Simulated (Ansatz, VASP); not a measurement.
# One calculation of CaTi6, two programs

```
CELL_PARAMETERS angstrom
0.00000 4.17040 4.17040
4.17040 0.00000 4.17040
4.17040 4.17040 0.00000
ATOMIC_POSITIONS crystal
Ca 0.00000 0.00000 0.00000
Ti 0.50000 0.50000 0.00000
Ti 0.50000 0.00000 0.50000
Ti 0.00000 0.00000 0.50000
Ti 0.00000 0.50000 0.00000
Ti 0.00000 0.50000 0.50000
Ti 0.50000 0.00000 0.00000
```

Change from the starting cell: species swapped into the Zn6Mo type (Fm-3m, No. 225).

Alike in both runs: functional PBE; k mesh 8 × 8 × 8; occupations gaussian, width 0.1 eV; no spin polarisation.

Ansatz relaxed the structure, and its values are those at the end. VASP's run is a single point on that final structure, the one shown.

|  | VASP | Ansatz |
| --- | --- | --- |
| version | VASP 6.6.1 | Ansatz 0.2.0 |
| potentials or method | VASP PAW PBE potentials, release 64 (Ca_sv, Ti_sv) | scalar-relativistic, plane waves, PAW |
| plane-wave cutoff (eV) | 520 | 420 |
| valence electrons in the cell | 82 | 82 |

```csv
,VASP,Ansatz,Ansatz less VASP
gap on the k mesh at the Fermi level (eV),none,none,-
pressure (GPa),-0.1,0.0,+0.12
```

A gap of «none» marks a metal or a gap that the smearing closes.
